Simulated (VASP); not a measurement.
The system is H2, in a box.

```
H
1.0
    10.00000    0.00000    0.00000
     0.00000   10.00000    0.00000
     0.00000    0.00000   10.00000
H
2
Direct
  0.50000 0.50000 0.45700
  0.50000 0.50000 0.54300
```

Base run:

| Quantity | Value |
| --- | --- |
| Program | VASP 6.6.1 |
| Functional | r2SCAN |
| Potentials or basis | VASP PAW PBE potentials, release 64 (H) |
| Cutoff | 450 eV |
| k mesh | 1 × 1 × 1 |
| Occupations | gaussian, width 0.02 eV |
| Spin | no spin polarisation |

Its results: gap between the frontier levels 10.33 eV; largest force 2.986 eV/Å.

Q: The run is repeated on the same cell with these changes: functional from r2SCAN to HSE06. What comes out?

A: Gap between the frontier levels 10.72 eV; largest force 2.916 eV/Å.

HSE06 gives the wider gap, since exact exchange removes part of the self-interaction.

Caveats: the PAW data sets were made with another functional, which shifts forces and pressure a little.

